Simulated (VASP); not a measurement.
## SmCoP (space group P4/nmm): computed properties

These are PBEsol GGA, VASP's PBE PAW potentials (set 64) (plane waves; VASP 6.6.1) values and carry that method's errors.

```
Item                                                                            Result
----------------------------------  --------------------------------------------------
space group                                                               P4/nmm (129)
cell                                a = b = 3.8690 Å, c = 6.6838 Å, α = β = γ = 90.00°
volume per atom                                                          16.68 Å³/atom
band gap (over mesh and band path)            none (metal, semimetal or under 0.01 eV)
cell moment                                                                    2.09 μB
band gap with spin-orbit coupling                                      none (metallic)
density                                                                     7.98 g/cm³
```

```
CoSmP
1.0
    3.86904     0.00000     0.00000
    0.00000     3.86904     0.00000
    0.00000     0.00000     6.68377
Sm Co P
2 2 2
Direct
  0.00000   0.50000   0.32084
  0.50000   0.00000   0.67916
  0.00000   0.00000   0.00000
  0.50000   0.50000   0.00000
  0.00000   0.50000   0.81387
  0.50000   0.00000   0.18613
```

The 4f electrons are frozen in the core of the lanthanide potential, so 4f levels, which can set the real gap, and their magnetism are missing. The run has a spin-polarised start.

The structure comes from a computed database's SmCoP entry (P4/nmm); how it stands against other phases isn't given here. It was relaxed first, which changed the volume by -12 %. Symmetry was kept, so distortions that lower it aren't found.
